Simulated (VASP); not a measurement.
Data:

```
CELL_PARAMETERS angstrom
      0.00000     3.18803     3.18803
      3.18803     0.00000     3.18803
      3.18803     3.18803     0.00000
ATOMIC_POSITIONS crystal
  Ba 0.00000 0.00000 0.00000
  S  0.50000 0.50000 0.50000
```

Method: vdW-DF-cx, VASP's PBE PAW potentials (set 64) (plane waves; VASP). Settings: 520 eV cut-off, Gaussian smearing of 0.050 eV, potentials Ba_sv S.

Unless said otherwise, spin-orbit coupling is left out, though it shifts the bands of the heavy elements here.

Problem. Give the energies of bands 6 to 11 at the high-symmetry points, in eV from the valence-band maximum.

Solution. 
```csv
band,Γ,X,U,L,W
6,0.00,-0.53,-0.96,-1.98,-1.13
7,0.00,-0.14,-0.61,-1.10,-0.50
8,0.00,-0.14,-0.55,-1.10,-0.50
9,3.55,2.04,3.25,5.54,4.25
10,3.84,5.98,5.95,5.62,4.25
11,3.84,6.04,6.64,6.32,6.34
```

The gap is indirect, 2.04 eV, from the valence maximum at Γ to the conduction minimum at X.

The compound is BaS in the rock salt structure. It was relaxed first.
